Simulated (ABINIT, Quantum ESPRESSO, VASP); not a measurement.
One structure in several programs: MgTl (Pm-3m, 2 atoms in the cell)

Self-consistent single point, at a second geometry (lattice scaled by 0.98). First geometry:

```
CELL_PARAMETERS angstrom
      3.63780     0.00000     0.00000
      0.00000     3.63780     0.00000
      0.00000     0.00000     3.63780
ATOMIC_POSITIONS crystal
  Mg 0.00000 0.00000 0.00000
  Tl 0.50000 0.50000 0.50000
```

Shared settings, as Quantum ESPRESSO writes them: occupations = smearing; smearing = gauss; degauss = 0.019992 Ry; K_POINTS = automatic 7 7 7 0 0 0. Potentials and cutoffs stand in the table.

```csv
code,model,ΔF from the first geometry (meV/atom),pressure (GPa),cutoff
VASP,"PBEsol, VASP's PBE PAW potentials (set 64)",1.2,1.14,300 eV
Quantum ESPRESSO,"PBEsol, PseudoDojo standard norm-conserving (PBESOL) pseudopotentials",2.5,1.66,85 Ry
ABINIT,"PBEsol, norm-conserving pseudopotentials (PseudoDojo nc-sr-04 PBEsol standard)",2.5,1.65,1143 eV
```

On VASP's run: spin-orbit coupling is off.

The spread over the programs that give each value: ΔF from the first geometry within 1.3 meV/atom; pressure within 0.52 GPa.

VASP's run is marked for a possible Pulay error in its stress at this cutoff; no cutoff test was made.

The starting cell comes from a database of computed structures (which also holds hypothetical and non-ambient phases and stackings), without a prior relaxation at this level. For this run, on top of that: lattice scaled by 0.98.

Left out of this page: Ansatz, GPAW, CP2K, Elk, FLEUR and SIESTA (not drawn, or without a comparable value).
